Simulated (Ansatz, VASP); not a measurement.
# Cross-check of AlNi between VASP and Ansatz, part 2 of 2

Wanted: the spread between two codes on one cell, functional and k mesh. The cell is taken from a series of runs on this material, whose earlier steps may have relaxed, scaled, displaced or heated it; both programs get it as it stands.

VASP 6.6.1 and Ansatz 0.2.0.

So far: Set-up; VASP: zone-centre phonons, PBEsol.

## Step 3: Ansatz: zone-centre phonons, PBEsol

Level of this step: Ansatz beside VASP: Kohn-Sham DFT, plane waves, PBEsol (Ansatz).

Ansatz runs on its PAW soft_1 files.

The same cell, functional, mesh and smearing now go to Ansatz, which takes its cutoff from its data sets.

input.yaml reads:

```yaml
crystal:
  lattice:
    - [2.8288888379, 0.0, 0.0]
    - [0.0, 2.8288888379, 0.0]
    - [0.0, 0.0, 2.9475912588]
  atoms:
    - { symbol: Al, position: [0.0, 0.0, 0.0] }
    - { symbol: Ni, position: [0.5, 0.5, 0.5] }
kpoints:
  mp_grid: { grid: [16, 16, 16] }
hamiltonian:
  xc: pbesol
  pseudopotentials: { kind: paw, azcp: { folder: soft_1 }, xc_functional: pbe }
scf:
  occupations: { method: methfessel_paxton, width: 0.2 }
output:
  eigenvalues: true
phonons:
  method: dfpt
```

Run with:

```bash
$ ansatz run input.yaml --threads 4 --pin off --max-ram 10240MiB --backend cpu --events-out ev --progress --plain --runs-dir out
```

Numbers of over 12 decimals in the logs are rounded to 6 here.

What it wrote:

```text
zone centre: on kpoints.mp_grid the ground state, and the responses unless they are solved on pairs of k-points, stand on 729 of the mesh's 4096 k-points, reduced under 8 symmetry operations, with k and −k counted as one. Each operation leaves every solved displacement unchanged or reverses it
Engine: ansatz 0.2.0, x86_64-unknown-linux-gnu
Pseudopotentials: kind: paw
Pseudopotential: Al, paw, valence charge 3, recommended cutoff 420 eV (normal), soft_1/Al.paw.azcp
Pseudopotential: Ni, paw, valence charge 18, recommended cutoff 420 eV (normal), soft_1/Ni.paw.azcp
Functional definition: PBEsol
  exchange = pbesol_x
  correlation = pbesol_c
Crystal: 2 atoms, lattice volume = 23.588 Å³
Basis set: ecut = 420 eV, 461 PW (Γ), exchange–correlation on 40×40×40 points (8 copies of the dense FFT grid, shifted against one another)
Bands: 15, of which v1, the nominal top of the filled ones, is band 11 counted from 1 (10 counted from 0)
Symmetry: 16 space group operations
k-points: 729 of 4096 (irreducible under 8 space group operations)
Non-local potential: Al, projectors of the file, l = 0: 2, l = 1: 2, l = 2: 1
Non-local potential: Ni, projectors of the file, l = 0: 3, l = 1: 2, l = 2: 3, l = 3: 1
PAW form: soft (Blöchl's): semilocal exchange-correlation on the pseudo side does not see the compensation charge
PAW frozen core: Al, regenerated for the run's functional, and the local potential with it (the file was generated under x = pbe(κ = 0.804, μ = 0.219515), c = pbe(β = 0.066725))
PAW frozen core: Ni, regenerated for the run's functional, and the local potential with it (the file was generated under x = pbe(κ = 0.804, μ = 0.219515), c = pbe(β = 0.066725))
PAW one-centre angular grid: Al, 110 points (default); XC on 64 Gauss nodes
PAW one-centre angular grid: Ni, 590 points (default); XC on 64 Gauss nodes
Initial density: superposition of atomic densities (chi_scale 0.1, normalization cell, long waves kept (reshape's long-wave potential 0.00 eV rms))
Initial wavefunctions: pseudopotential atomic-orbital guess
Functional: x = pbesol(κ = 0.804, μ = 0.123457), c = pbesol(β = 0.046)
SCF iter   1: F=—  HF=-6331.230253 eV  |F-HF|=—  |Δ(HF+E_count)|=         —  Δρ=7.83e-2  dr2=1.46e0  ethr=3.10e-3  ⟨swp⟩=4.1  Hψ=48467  notcnv=0
preconditioner: auto → none  [metal: Δε(μ)=0.018 eV  Ē_g=10.216 eV  σ=0.200 eV  W_gap=0.08  n_scr=6 (ndim 8)  ℏωp=27.6 eV  f_vac=0.000  D(μ)=0.64/eV (n_scr^D=2)  sad-step TF]
SCF iter   2: F=—  HF=-6331.077321 eV  |F-HF|=—  |Δ(HF+E_count)|=   1.53e-1  S|Δr|=    0.00e0  Δρ=5.81e-2  dr2=8.69e-1  ethr=3.10e-3  ⟨swp⟩=2.0  Hψ=19568  notcnv=0  defer=159
SCF iter   3: F=—  HF=-6330.886020 eV  |F-HF|=—  |Δ(HF+E_count)|=   1.91e-1  S|Δr|=    0.00e0  Δρ=2.26e-2  dr2=1.08e-1  ethr=3.10e-3  ⟨swp⟩=2.0  Hψ=13864  notcnv=0  defer=159
SCF iter   4: F=—  HF=-6330.867661 eV  |F-HF|=—  |Δ(HF+E_count)|=   1.84e-2  S|Δr|=    0.00e0  Δρ=5.36e-3  dr2=3.91e-3  ethr=5.14e-4  ⟨swp⟩=2.0  Hψ=18944  notcnv=0  defer=148
SCF iter   5: F=—  HF=-6330.867444 eV  |F-HF|=—  |Δ(HF+E_count)|=   2.17e-4  S|Δr|=    0.00e0  Δρ=4.64e-4  dr2=2.28e-5  ethr=1.86e-5  ⟨swp⟩=2.2  Hψ=14821  notcnv=0  defer=148
SCF iter   6: F=—  HF=-6330.867429 eV  |F-HF|=—  |Δ(HF+E_count)|=   1.49e-5  S|Δr|=    0.00e0  Δρ=9.51e-5  dr2=1.07e-6  ethr=1.09e-7  ⟨swp⟩=2.0  Hψ=18553  notcnv=0  defer=148
SCF iter   7: F=—  HF=-6330.867437 eV  |F-HF|=—  |Δ(HF+E_count)|=   8.10e-6  S|Δr|=    0.00e0  Δρ=1.33e-5  dr2=2.76e-8  ethr=5.10e-9  ⟨swp⟩=2.3  Hψ=15703  notcnv=0  defer=148
SCF iter   8: F=—  HF=-6330.867437 eV  |F-HF|=—  |Δ(HF+E_count)|=   4.82e-9  S|Δr|=    0.00e0  Δρ=1.54e-6  dr2=3.64e-10  ethr=1.31e-10  ⟨swp⟩=2.2  Hψ=15504  notcnv=0  defer=148
SCF iter   9: F=-6330.867437 eV  HF=-6330.867437 eV  |F-HF|=9.09e-13  |Δ(HF+E_count)|=  5.73e-11  S|Δr|=    0.00e0  Δρ=5.97e-8  dr2=8.71e-13  ethr=1.00e-12  ⟨swp⟩=4.9  Hψ=51057  notcnv=0
SCF 1 converged in 9 iterations: F = -6330.867437 eV  dr2 = 8.71e-13
  greatest PAW one-centre occupation: 1.001 electrons in one spin orbital (limit 2), on the Ni atom at site 1 (counted from 0), in its partial waves of l = 1
DFPT response loops at Γ: preconditioner auto → Kerker (q_TF=auto, 2.676 Å⁻¹) (partly filled bands, converged f_vac=0.000); β = 1.00, the filter's whole step (`scf.mixing.beta` (0.50) is not read by the response loops under this deck's `scf.mixing.preconditioner`; to damp them name `kerker` or `kerker_dos`, under which they read `scf.mixing.beta`, and type it under 1.00, their step now; both keys bind the ground state too); Broyden in place of MSR1
SCF converged after 9 iterations
Stability not checked: this state was not tested for a lower state beside it, because cold or Methfessel-Paxton smearing, or corrected tetrahedra, fill the levels in a way that the test cannot read (fill_not_monotonic; see scf.lower_state_search)
Free energy (F): -6330.867437 eV
Harris-Foulkes:  -6330.867437 eV  (|F-HF|=9.09e-13)
Internal energy: -6330.867476 eV  (E = F + TS)
E sigma→0 (E₀):  -6330.867447 eV
Entropy (-TS):   0.000039 eV (0.019 meV/atom)
Fermi energy:    13.966380 eV
--- Per-component energies (eV) ---
  E_band       = -335.699619
  E_kinetic    = 368.878410
  E_local      = -3729.618566  (includes V_loc(G=0)·N_el)
  E_nonlocal   = -105.516465
  E_hartree    = 1956.010359
  E_xc         = -151.641177
  E_vxc        = -177.430502  (∫ρ·V_xc dr)
  E_paw        = -2080.766401  (= ΣΔE_a)
  E_vpaw       = -604.034020  (= ΣTr[D̂ρ^β])
  E_aug_tail   = 0.000849  (compensation charges beyond the density's cutoff)
  E_ewald      = -2588.430913
  E_core_change = 0.216428  (= ΣΔE_core)
  E_smearing   = 0.000039  (= −TS)
  E_closure    = -0.000000  (closes the sum)
  Σ components = -6330.867437   (vs F -6330.867437, Δ=0.00e0)
--- Band table (eV; the first three rows and the last of 729) ---
  k-point 0: bands = [... 7 lower, 12.3804, 12.3804, 12.4967, 18.5384, 19.9995, 19.9995, 21.8931, 22.2944]
  k-point 1: bands = [... 7 lower, 12.3536, 12.3536, 12.4994, 17.8827, 20.0890, 20.0890, 22.2932, 22.5548]
  k-point 2: bands = [... 7 lower, 12.2790, 12.2790, 12.5071, 16.6455, 20.3518, 20.3518, 22.2894, 23.7780]
  k-point 728: bands = [... 7 lower, 12.9307, 13.0451, 15.8530, 15.9426, 15.9426, 17.8173, 18.3693, 18.3693]
--- Phonons (Γ-DFPT): 4 representative perturbations + reference, on 729 of 4096 k-points (Σ response iterations 12) ---
  k mesh reduced under 8 symmetry operations, with k and −k counted as one. Each operation leaves every solved displacement unchanged or reverses it
  ASR residual: 2.738e-5 → 0.000e0 eV/Å²; symmetrization residual: 1.151e-6 eV/Å²
  ASR residual per site (eV/Å²): 9.34e-6 2.74e-5
  Γ frequencies (cm⁻¹): 0.00 0.00 0.00 296.36 296.36 300.00
  non-analytic LO–TO correction: not included (Born effective charges unavailable; polar crystals: no LO–TO splitting at Γ)
```

In the SCF lines HF is the Harris–Foulkes energy and dr2 the Hartree energy of the density residual, in eV; the loop may stop once dr2 is under the threshold and the program's other checks hold. Hψ counts applications of the Hamiltonian.

## Step 4: Comparison

Known differences besides the potentials themselves: the data sets hold 21 valence electrons in Ansatz (on its PAW soft_1 files) and 13 in VASP; the cutoff is 420 eV in Ansatz and 600 eV in VASP; Ansatz makes its cores anew for this functional, VASP keeps those of its PBE data sets. Total energies have different zeros and are not compared.

The two programs side by side:

```csv
quantity,Ansatz,VASP,difference
optical mode 1 to 2 (cm⁻¹),296.4,297.6,-0.41 %
optical mode 3 (cm⁻¹),300.0,301.2,-0.40 %
```

Modes are paired by rising frequency, not by their patterns, so a pair may set unlike modes beside each other; they are those without the splitting of longitudinal modes.

## Step 5: Results

```json
{
 "r.m.s. difference of the optical zone-centre modes, each program's sorted by frequency (zone-centre phonons, PBEsol)": "1.2 cm⁻¹"
}
```

**Reading.** The r.m.s. difference of the optical zone-centre modes, each program's sorted by frequency is 1.2 cm⁻¹ (zone-centre phonons, PBEsol). The data sets hold unlike numbers of valence electrons (21 in Ansatz and 13 in VASP), so part of the differences comes from the potentials. Such differences can come from data sets, numerical settings and the points named under the comparisons, not from the functional's error against experiment.

[Lines on the potential files, build, host, timing and source positions are cut from VASP's logs without a mark.]

[Logs are printed without paths, hosts, clocks, repeated set-up lines and the standing remarks that a program may print on its own settings, such as how far it seeks lower states.]

[Hosts, paths, dates, database ids (printed as entryN), source tags and the programs' standing remarks are cut or masked in the printed files.]
